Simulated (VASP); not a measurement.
Computed with r2SCAN meta-GGA, VASP's PBE PAW potentials (set 64) (plane waves; VASP).

The input files of a VASP run:

**INCAR**
```
SYSTEM  =  Au
PREC  =  Normal; ENCUT  =  400; LREAL  =  .False.
LASPH  =  .True.
EDIFF  =  1E-5; NELM  =  100; NELMIN  =  4
ALGO  =  Normal; LMAXMIX  =  6; LMIXTAU  =  .True.
ISMEAR  =  1; SIGMA  =  0.1
METAGGA  =  R2SCAN
IBRION  =  2; NSW  =  20; ISIF  =  2
EDIFFG  =  -0.03
LWAVE  =  .False.; LCHARG  =  .False.
```

File POSCAR:
```
Au
1.0
  0.0000000000   2.0628704332   2.0628704332
  2.0628704332   0.0000000000   2.0628704332
  2.0628704332   2.0628704332   0.0000000000
Au
1
Cart
  0.0000000000   0.0000000000   0.0000000000
```

File KPOINTS:
```
Automatic mesh
0
G
  17 17 17
```

POTCAR, in this order: Au (PBE.64 set). Program: vasp_std.

The resulting files:

**OSZICAR**
```
       N       E                     dE             d eps       ncg     rms          rms(c)
DAV:   1    -0.167591710493E+02   -0.16759E+02   -0.50650E+03  3410   0.887E+02
DAV:   2    -0.542819939814E+02   -0.37523E+02   -0.35128E+02  3079   0.178E+02
DAV:   3    -0.545927986821E+02   -0.31080E+00   -0.31037E+00  3672   0.165E+01
DAV:   4    -0.545937120560E+02   -0.91337E-03   -0.91333E-03  3348   0.928E-01
DAV:   5    -0.545937195158E+02   -0.74598E-05   -0.74607E-05  3407   0.783E-02    0.889E+00
DAV:   6    -0.502796472057E+02    0.43141E+01   -0.52513E+00  3021   0.223E+01    0.655E+00
DAV:   7    -0.505508803349E+02   -0.27123E+00   -0.44336E-01  2975   0.505E+00    0.401E+00
DAV:   8    -0.505714724491E+02   -0.20592E-01   -0.85925E-02  3042   0.218E+00    0.464E-01
DAV:   9    -0.505936865952E+02   -0.22214E-01   -0.19455E-02  3048   0.108E+00    0.623E-02
DAV:  10    -0.505937693048E+02   -0.82710E-04   -0.17356E-03  3099   0.384E-01    0.517E-02
DAV:  11    -0.505941897527E+02   -0.42045E-03   -0.72020E-04  3158   0.235E-01    0.432E-02
DAV:  12    -0.505943181931E+02   -0.12844E-03   -0.10064E-04  3059   0.945E-02    0.163E-02
DAV:  13    -0.505943508965E+02   -0.32703E-04   -0.58662E-05  3188   0.738E-02    0.181E-03
DAV:  14    -0.505943514375E+02   -0.54099E-06   -0.60159E-06  1554   0.194E-02
   1 F= -.50594351E+02 E0= -.50594274E+02  d E =-.505944E+02
```

### OUTCAR
```
------------------------ aborting loop because EDIFF is reached ----------------------------------------
  FORCE on cell =-STRESS in cart. coord.  units (eV):
  Direction    XX          YY          ZZ          XY          YZ          ZX
  --------------------------------------------------------------------------------------
  Total       -0.0014285     -0.0014285     -0.0014285      0.0000000      0.0000000     -0.0000000
  in kB       -0.1303636     -0.1303636     -0.1303636      0.0000000      0.0000000     -0.0000000
  external PRESSURE =      -0.1303636 kB  Pullay stress =       0.0000000 kB
  volume of cell :       17.56
      direct lattice vectors                 reciprocal lattice vectors
     0.000000000  2.062870433  2.062870433    -0.242380710  0.242380710  0.242380710
     2.062870433  0.000000000  2.062870433     0.242380710 -0.242380710  0.242380710
     2.062870433  2.062870433  0.000000000     0.242380710  0.242380710 -0.242380710
 POSITION                                       TOTAL-FORCE (eV/Angst)
 -----------------------------------------------------------------------------------
      0.00000      0.00000      0.00000         0.000000      0.000000      0.000000
 -----------------------------------------------------------------------------------
    total drift:                               -0.000000     -0.000000      0.000000
  FREE ENERGIE OF THE ION-ELECTRON SYSTEM (eV)
  ---------------------------------------------------
  free  energy   TOTEN  =       -50.5943514375 eV

  energy  without entropy=      -50.5941180474  energy(sigma->0) =      -50.59427364

 reached required accuracy - stopping structural energy minimisation
```
(Selected blocks of OUTCAR.)

The compound is Au in the fcc structure. It was relaxed first.
